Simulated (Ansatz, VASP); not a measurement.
## Cross-check of MnV between VASP and Ansatz

One calculation is typed for both programs; each brings its own data sets and cutoff. How far apart do they land?

Calculated with Ansatz 0.2.0; plane waves, with VASP 6.6.1 beside it; single point at r2SCAN, DFT+U.

### Step 1. Set-up

It takes space group Pm-3m (No. 221, cubic). The conventional cell has a = 2.900 Å, b = 2.900 Å, c = 2.900 Å, α = 90.00°, β = 90.00°, γ = 90.00°. Mn has 8 V at 2.51 Å nearest. V has 8 Mn at 2.51 Å nearest. Farther neighbours are not listed.

Coordinates:

```xyz
2
Lattice="2.9000 0.0000 0.0000 0.0000 2.9000 0.0000 0.0000 0.0000 2.9000" Properties=species:S:1:pos:R:3 pbc="T T T"
Mn    0.0000    0.0000    0.0000
V     1.4500    1.4500    1.4500
```

### Step 2. VASP: single point, r2SCAN, DFT+U

A single point gives forces, pressure and levels at one fixed geometry, so differences don't come from the geometry; what else differs is listed under the comparison.

Lines of VASP's logs that name or quote its potential files are left out, and so is its time.

The input, INCAR:

```
SYSTEM = MnV
PREC = Accurate
ENCUT = 350
EDIFF = 1E-06
NELM = 150
ISMEAR = 1
SIGMA = 0.1
LREAL = .FALSE.
ALGO = Normal
METAGGA = R2SCAN
LASPH = .TRUE.
NBANDS = 13
ISPIN = 2
MAGMOM = 4 -2
LDAU = .TRUE.
LDAUTYPE = 2
LDAUL = 2 2
LDAUU = 5 5
LDAUJ = 0 0
LDAUPRINT = 1
LMAXMIX = 4
LORBIT = 11
LWAVE = .FALSE.
LCHARG = .TRUE.
KPAR = 2
AMIX = 0.2
BMIX = 1E-04
AMIX_MAG = 0.8
BMIX_MAG = 1E-04
```

The input, POSCAR:

```
MnV
1.0
    2.9000000000      0.0000000000      0.0000000000
    0.0000000000      2.9000000000      0.0000000000
    0.0000000000      0.0000000000      2.9000000000
Mn V
1 1
Direct
    0.0000000000      0.0000000000      0.0000000000
    0.5000000000      0.5000000000      0.5000000000
```

The input, KPOINTS:

```
Automatic mesh
0
Gamma
6 6 6
0 0 0
```

The projector-augmented-wave data sets are Mn and V (PBE family, release 64).

Command:

```bash
mpirun -np 2 vasp_std
```

Numbers of over 12 decimals in the logs are rounded to 6 here.

Output:

```text
[banner, memory and clock lines left out]
running    2 mpi-ranks, on    1 nodes
 distrk:  each k-point on    1 cores,    2 groups
 distr:  one band on    1 cores,    1 groups

 POSCAR found type information on POSCAR MnV
 POSCAR found :  2 types and       2 ions
|                                                                             |
|               ----> ADVICE to this user running VASP <----                  |
|                                                                             |
|     You enforced a specific xc type in the INCAR file but a different       |
|     [... a line on the potential file left out ...]
|     I HOPE YOU KNOW WHAT YOU ARE DOING!                                     |
|                                                                             |

 LDA part: xc-table for (None), standard interpolation
 POSCAR, INCAR and KPOINTS ok, starting setup
 FFT: planning ... GRIDC
 FFT: planning ... GRID_SOFT
 FFT: planning ... GRID
 WAVECAR not read
 entering main loop
       N       E                     dE             d eps       ncg     rms          rms(c)
DAV:   1     0.421910735467E+02    0.42191E+02   -0.39785E+03  1104   0.832E+02
DAV:   2    -0.216639501988E+02   -0.63855E+02   -0.57925E+02  1040   0.192E+02
DAV:   3    -0.236170354002E+02   -0.19531E+01   -0.19045E+01  1155   0.495E+01
DAV:   4    -0.236532012730E+02   -0.36166E-01   -0.36139E-01  1406   0.573E+00
DAV:   5    -0.236541172622E+02   -0.91599E-03   -0.91593E-03  1347   0.849E-01    0.165E+01
DAV:   6    -0.209754633795E+02    0.26787E+01   -0.52835E+00  1165   0.410E+01    0.947E+00
DAV:   7    -0.216439489679E+02   -0.66849E+00   -0.28100E+00  1509   0.223E+01    0.595E+00
DAV:   8    -0.221599567073E+02   -0.51601E+00   -0.58899E-01  1551   0.969E+00    0.394E+00
DAV:   9    -0.222555755377E+02   -0.95619E-01   -0.29835E-01  1465   0.717E+00    0.301E+00
DAV:  10    -0.222997246717E+02   -0.44149E-01   -0.46622E-02  1540   0.218E+00    0.192E+00
DAV:  11    -0.223240945724E+02   -0.24370E-01   -0.54969E-02  1496   0.255E+00    0.768E-01
DAV:  12    -0.223358958685E+02   -0.11801E-01   -0.14412E-02  1484   0.154E+00    0.184E-01
DAV:  13    -0.223370550301E+02   -0.11592E-02   -0.17622E-03  1475   0.410E-01    0.121E-01
DAV:  14    -0.223383926917E+02   -0.13377E-02   -0.15184E-03  1387   0.290E-01    0.101E-01
DAV:  15    -0.223387002819E+02   -0.30759E-03   -0.61752E-04  1307   0.376E-01    0.545E-02
DAV:  16    -0.223387892877E+02   -0.89006E-04   -0.43139E-04  1481   0.210E-01    0.237E-02
DAV:  17    -0.223387950433E+02   -0.57556E-05   -0.22673E-05  1402   0.524E-02    0.150E-02
DAV:  18    -0.223388003952E+02   -0.53519E-05   -0.99578E-06  1426   0.331E-02    0.873E-03
DAV:  19    -0.223388035472E+02   -0.31520E-05   -0.70961E-07   609   0.131E-02    0.483E-03
DAV:  20    -0.223388034561E+02    0.91089E-07   -0.36834E-07   575   0.631E-03
   1 F= -.22338803E+02 E0= -.22338715E+02  d E =-.264016E-03  mag=     0.0991
```

OUTCAR, selected parts (step 2):

```text
ion  position               nearest neighbor table
   1  0.000  0.000  0.000-   2 2.51   2 2.51   2 2.51   2 2.51   2 2.51   2 2.51   2 2.51   2 2.51

  LATTYP: Found a simple cubic cell.
 ALAT       =     2.9000000000

 Subroutine GETGRP returns: Found 48 space group operations
 (whereof 48 operations were pure point group operations)

The static configuration has the point symmetry O_h .

 Found     20 irreducible k-points:

   k-points           NKPTS =     20   k-points in BZ     NKDIM =     20   number of bands    NBANDS=     13

   dimension x,y,z NGX =    18 NGY =   18 NGZ =   18
   dimension x,y,z NGXF=    36 NGYF=   36 NGZF=   36

   ENCUT  =  350.0 eV  25.72 Ry    5.07 a.u.   4.42  4.42  4.42*2*pi/ulx,y,z

   NELECT =      12.0000    total number of electrons

 k-points in reciprocal lattice and weights: Automatic mesh
   0.00000000  0.00000000  0.00000000       0.005
   0.16666667  0.00000000  0.00000000       0.028
   0.33333333  0.00000000  0.00000000       0.028
   0.50000000  0.00000000  0.00000000       0.014
   0.16666667  0.16666667  0.00000000       0.056
   0.33333333  0.16666667  0.00000000       0.111
   0.50000000  0.16666667  0.00000000       0.056
   0.33333333  0.33333333  0.00000000       0.056
   0.50000000  0.33333333  0.00000000       0.056
[...]
0.50000000  0.50000000  0.33333333       0.028
   0.50000000  0.50000000  0.50000000       0.005

atom =   1  type =  1  l = 2

 onsite density matrix

spin component  1

  0.9104  0.0000 -0.0000 -0.0000 -0.0000
  0.0000  0.9104 -0.0000  0.0000 -0.0000
 -0.0000 -0.0000  0.8901 -0.0000  0.0000
 -0.0000  0.0000 -0.0000  0.9104  0.0000
 -0.0000 -0.0000  0.0000  0.0000  0.8901

spin component  2

  0.1503 -0.0000  0.0000  0.0000  0.0000
 -0.0000  0.1503  0.0000  0.0000  0.0000
  0.0000  0.0000  0.0765  0.0000  0.0000
  0.0000  0.0000  0.0000  0.1503 -0.0000
  0.0000  0.0000  0.0000 -0.0000  0.0765

 occupancies and eigenvectors

  o =  0.0765  v =  0.0000  0.0000  0.0000  0.0000  0.0000  0.0000 -0.0000 -0.9999  0.0000 -0.0116      0.0000  0.0000  0.0000  0.0000  0.0000  0.0000  0.0000  0.0000  0.0000  0.0000
  o =  0.0765  v =  0.0000  0.0000  0.0000  0.0000  0.0000  0.0000  0.0000 -0.0116  0.0000  0.9999      0.0000  0.0000  0.0000  0.0000  0.0000  0.0000  0.0000  0.0000  0.0000  0.0000
  o =  0.1503  v =  0.0000  0.0000  0.0000  0.0000  0.0000  1.0000  0.0000  0.0000  0.0000  0.0000      0.0000  0.0000  0.0000  0.0000  0.0000  0.0000  0.0000  0.0000  0.0000  0.0000
  o =  0.1503  v =  0.0000  0.0000  0.0000  0.0000  0.0000  0.0000  0.2291 -0.0000 -0.9734 -0.0000      0.0000  0.0000  0.0000  0.0000  0.0000  0.0000  0.0000  0.0000  0.0000  0.0000
  o =  0.1503  v =  0.0000  0.0000  0.0000  0.0000  0.0000  0.0000  0.9734 -0.0000  0.2291 -0.0000      0.0000  0.0000  0.0000  0.0000  0.0000  0.0000  0.0000  0.0000  0.0000  0.0000
  o =  0.8901  v =  0.0000 -0.0000 -0.9999  0.0000 -0.0172  0.0000  0.0000  0.0000  0.0000  0.0000      0.0000  0.0000  0.0000  0.0000  0.0000  0.0000  0.0000  0.0000  0.0000  0.0000
  o =  0.8901  v =  0.0000 -0.0000  0.0172 -0.0000 -0.9999  0.0000  0.0000  0.0000  0.0000  0.0000      0.0000  0.0000  0.0000  0.0000  0.0000  0.0000  0.0000  0.0000  0.0000  0.0000
  o =  0.9104  v =  0.0000 -0.9908  0.0000  0.1356  0.0000  0.0000  0.0000  0.0000  0.0000  0.0000      0.0000  0.0000  0.0000  0.0000  0.0000  0.0000  0.0000  0.0000  0.0000  0.0000
  o =  0.9104  v =  0.0000  0.1356  0.0000  0.9908 -0.0000  0.0000  0.0000  0.0000  0.0000  0.0000      0.0000  0.0000  0.0000  0.0000  0.0000  0.0000  0.0000  0.0000  0.0000  0.0000
  o =  0.9104  v =  1.0000  0.0000  0.0000  0.0000  0.0000  0.0000  0.0000  0.0000  0.0000  0.0000      0.0000  0.0000  0.0000  0.0000  0.0000  0.0000  0.0000  0.0000  0.0000  0.0000

atom =   2  type =  2  l = 2

 onsite density matrix

spin component  1

  0.0600  0.0000 -0.0000 -0.0000 -0.0000
  0.0000  0.0600  0.0000  0.0000  0.0000
 -0.0000  0.0000  0.0289 -0.0000  0.0000
 -0.0000  0.0000 -0.0000  0.0600 -0.0000
 -0.0000  0.0000  0.0000 -0.0000  0.0289

spin component  2

  0.8614  0.0000  0.0000 -0.0000  0.0000
  0.0000  0.8614 -0.0000  0.0000 -0.0000
  0.0000 -0.0000  0.4541 -0.0000  0.0000
 -0.0000  0.0000 -0.0000  0.8614  0.0000
  0.0000 -0.0000  0.0000  0.0000  0.4541

 occupancies and eigenvectors

  o =  0.0289  v = -0.0000 -0.0000 -0.9995  0.0000  0.0321  0.0000  0.0000  0.0000  0.0000  0.0000      0.0000  0.0000  0.0000  0.0000  0.0000  0.0000  0.0000  0.0000  0.0000  0.0000
  o =  0.0289  v = -0.0000  0.0000 -0.0321 -0.0000 -0.9995  0.0000  0.0000  0.0000  0.0000  0.0000      0.0000  0.0000  0.0000  0.0000  0.0000  0.0000  0.0000  0.0000  0.0000  0.0000
  o =  0.0600  v =  0.9984 -0.0531 -0.0000  0.0182 -0.0000  0.0000  0.0000  0.0000  0.0000  0.0000      0.0000  0.0000  0.0000  0.0000  0.0000  0.0000  0.0000  0.0000  0.0000  0.0000
  o =  0.0600  v =  0.0558  0.9739 -0.0000 -0.2200  0.0000  0.0000  0.0000  0.0000  0.0000  0.0000      0.0000  0.0000  0.0000  0.0000  0.0000  0.0000  0.0000  0.0000  0.0000  0.0000
  o =  0.0600  v = -0.0061  0.2206 -0.0000  0.9753  0.0000  0.0000  0.0000  0.0000  0.0000  0.0000      0.0000  0.0000  0.0000  0.0000  0.0000  0.0000  0.0000  0.0000  0.0000  0.0000
  o =  0.4541  v =  0.0000  0.0000  0.0000  0.0000  0.0000  0.0000  0.0000  0.9734 -0.0000  0.2291      0.0000  0.0000  0.0000  0.0000  0.0000  0.0000  0.0000  0.0000  0.0000  0.0000
  o =  0.4541  v =  0.0000  0.0000  0.0000  0.0000  0.0000  0.0000  0.0000  0.2291  0.0000 -0.9734      0.0000  0.0000  0.0000  0.0000  0.0000  0.0000  0.0000  0.0000  0.0000  0.0000
  o =  0.8614  v =  0.0000  0.0000  0.0000  0.0000  0.0000  0.0000  0.2575  0.0000  0.9663  0.0000      0.0000  0.0000  0.0000  0.0000  0.0000  0.0000  0.0000  0.0000  0.0000  0.0000
  o =  0.8614  v =  0.0000  0.0000  0.0000  0.0000  0.0000  1.0000  0.0000  0.0000  0.0000  0.0000      0.0000  0.0000  0.0000  0.0000  0.0000  0.0000  0.0000  0.0000  0.0000  0.0000
  o =  0.8614  v =  0.0000  0.0000  0.0000  0.0000  0.0000  0.0000  0.9663 -0.0000 -0.2575 -0.0000      0.0000  0.0000  0.0000  0.0000  0.0000  0.0000  0.0000  0.0000  0.0000  0.0000

 average (electrostatic) potential at core
       1 -47.1580       2 -40.9566

 E-fermi :   7.2365

 spin component 1
 k-point     1 :       0.0000    0.0000    0.0000
  band No.  band energies     occupation
    ...
      2       0.9664      1.00000
      3       0.9664      1.00000
      4       2.8685      1.00000
      5       2.8685      1.00000
      6       2.8685      1.00000
      7      11.2508      0.00000
      8      11.2511      0.00000
      9      14.6128      0.00000
     10      14.6129      0.00000
     11      14.6130      0.00000
    ...

 k-point     2 :       0.1667    0.0000    0.0000
  band No.  band energies     occupation
    ...
      2       1.0631      1.00000
      3       1.2738      1.00000
      4       2.7535      1.00000
      5       2.7535      1.00000
      6       2.8984      1.00000
      7      10.8932      0.00000
      8      11.1431      0.00000
      9      13.7008      0.00000
     10      13.7010      0.00000
     11      14.5574      0.00000
    ...

 k-point     3 :       0.3333    0.0000    0.0000
  band No.  band energies     occupation
    ...
      2       1.2670      1.00000
      3       2.5305      1.00000
      4       2.5305      1.00000
      5       2.6095      1.00000
      6       2.9592      1.00000
      7       8.8092     -0.00000
      8      10.9077      0.00000
      9      12.6363      0.00000
     10      12.6365      0.00000
     11      14.4450      0.00000
    ...

 k-point     4 :       0.5000    0.0000    0.0000
  band No.  band energies     occupation
    ...
      3       2.4214      1.00000
      4       2.4214      1.00000
      5       2.9892      1.00000
      6       4.7271      1.00000
      7       6.2250      1.00000
      8      10.7792      0.00000
      9      12.2451      0.00000
     10      12.2453      0.00000
     11      14.3880      0.00000
     12      15.4675      0.00000
    ...

 k-point     5 :       0.1667    0.1667    0.0000
  band No.  band energies     occupation
    ...
      2       1.2778      1.00000
      3       1.4480      1.00000
      4       2.6626      1.00000
      5       2.7094      1.00000
      6       2.8147      1.00000
      7      10.8589      0.00000
      8      10.9978      0.00000
      9      12.7978      0.00000
     10      13.4373      0.00000
     11      14.3617      0.00000
    ...

 k-point     6 :       0.3333    0.1667    0.0000
  band No.  band energies     occupation
    ...
      2       1.6356      1.00000
      3       2.0534      1.00000
      4       2.4914      1.00000
      5       2.7859      1.00000
      6       3.2805      1.00000
      7       9.0339     -0.00000
      8      11.0363      0.00000
      9      12.0954      0.00000
     10      12.8818      0.00000
     11      14.2501      0.00000
    ...

  Total        9.2515043      9.2515043      9.2515043     -0.0000000      0.0000000     -0.0000000
  in kB      607.7555636    607.7555636    607.7555636     -0.0000000      0.0000000     -0.0000000
  external PRESSURE =     607.7555636 kB  Pullay stress =       0.0000000 kB

  energy-cutoff  :      350.00
  volume of cell :       24.39
      direct lattice vectors                 reciprocal lattice vectors
     2.900000000  0.000000000  0.000000000     0.344827586  0.000000000  0.000000000
     0.000000000  2.900000000  0.000000000     0.000000000  0.344827586  0.000000000
     0.000000000  0.000000000  2.900000000     0.000000000  0.000000000  0.344827586

 POSITION                                       TOTAL-FORCE (eV/Angst)
 -----------------------------------------------------------------------------------
      0.00000      0.00000      0.00000         0.000000      0.000000      0.000000
      1.45000      1.45000      1.45000         0.000000      0.000000      0.000000
 -----------------------------------------------------------------------------------
    total drift:                                0.000000     -0.000000      0.000000

  FREE ENERGIE OF THE ION-ELECTRON SYSTEM (eV)
  ---------------------------------------------------
  free  energy   TOTEN  =       -22.3388034561 eV

  energy  without entropy=      -22.3385394397  energy(sigma->0) =      -22.33871545

 total charge
# of ion       s       p       d       tot
------------------------------------------
    1        0.467   0.388   5.089   5.944
    2        0.581   0.805   3.691   5.076
--------------------------------------------------
tot          1.048   1.193   8.780  11.021

 magnetization (x)
# of ion       s       p       d       tot
------------------------------------------
    1        0.074  -0.141   3.900   3.833
    2       -0.123  -0.285  -3.230  -3.638
--------------------------------------------------
tot         -0.049  -0.426   0.671   0.195

[... 6 further parts left out ...]
```

The magnetic state follows from one typed start and may not be the lowest. A U on the itinerant d states of such a compound is hard to justify; it moves the bands at the Fermi level and favours large moments. The data sets Mn and V keep the semicore shell frozen, which is cheaper and a little less accurate.

(Continued in part 2 of 2.)

[Lines on the potential files, build, host, timing and source positions are cut from VASP's logs without a mark.]

[Logs are printed without paths, hosts, clocks, repeated set-up lines and the standing remarks that a program may print on its own settings, such as how far it seeks lower states.]

[Hosts, paths, dates, database ids (printed as entryN), source tags and the programs' standing remarks are cut or masked in the printed files.]
